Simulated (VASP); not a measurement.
An input for Quantum ESPRESSO's pw.x (written as the equivalent of a VASP run, and not itself run):

```
&CONTROL
  calculation = 'scf'
  pseudo_dir = './pseudo'
  outdir = './out'
  tprnfor = .true.
  tstress = .true.
/
&SYSTEM
  ibrav = 0
  nat = 5
  ntyp = 3
  ecutwfc = 82
  occupations = 'smearing'
  smearing = 'methfessel-paxton'
  degauss = 0.00735
  input_dft = 'pbe'
/
&ELECTRONS
  conv_thr = 7.3e-08
  electron_maxstep = 100
/
ATOMIC_SPECIES
  Y 88.906 Y.upf
  Tl 204.380 Tl.upf
  C 12.011 C.upf
CELL_PARAMETERS angstrom
     4.9097300    0.0000000    0.0000000
     0.0000000    4.9097300    0.0000000
     0.0000000    0.0000000    4.9097300
ATOMIC_POSITIONS crystal
  Y    0.0000000  0.5000000  0.5000000
  Y    0.5000000  0.0000000  0.5000000
  Y    0.5000000  0.5000000  0.0000000
  Tl   0.0000000  0.0000000  0.0000000
  C    0.5000000  0.5000000  0.5000000
K_POINTS automatic
  6 6 6 0 0 0
```

Q: Write the VASP files for the same calculation (PBE).

A: Several could match; the one computed here: 
**INCAR**
```
SYSTEM = Y3TlC
PREC = Accurate; ENCUT = 725; LREAL = .FALSE.
LASPH = .TRUE.
EDIFF = 1E-6; NELM = 100; ALGO = Normal
LMAXMIX = 4
ISMEAR = 1; SIGMA = 0.1
GGA = PE
ISIF = 2
LWAVE = .FALSE.; LCHARG = .FALSE.
```

POSCAR:
```
Y3TlC
1
    4.9097300000     0.0000000000     0.0000000000
    0.0000000000     4.9097300000     0.0000000000
    0.0000000000     0.0000000000     4.9097300000
Y Tl C
3 1 1
Direct
  0.0000000000   0.5000000000   0.5000000000
  0.5000000000   0.0000000000   0.5000000000
  0.5000000000   0.5000000000   0.0000000000
  0.0000000000   0.0000000000   0.0000000000
  0.5000000000   0.5000000000   0.5000000000
```

KPOINTS:
```
Regular mesh
0
gamma
 6 6 6
```

POTCAR, in this order: Y_sv Tl_d C (PBE.64 set). Program: vasp_std.

Limits of the translation: the potentials are each code's own (VASP's PAW set, PseudoDojo norm-conserving files in pw.x), so ENCUT and ecutwfc are chosen apart and not converted; conv_thr bounds pw.x's estimated SCF error, while EDIFF bounds the energy change between steps.

The structure comes from a computed database's Y3TlC entry (Pm-3m); how it stands against other phases isn't given here. The cell was not relaxed at this level. The run is one of a series of settings (ENCUT = 725 against the base run), some of them coarse on purpose.
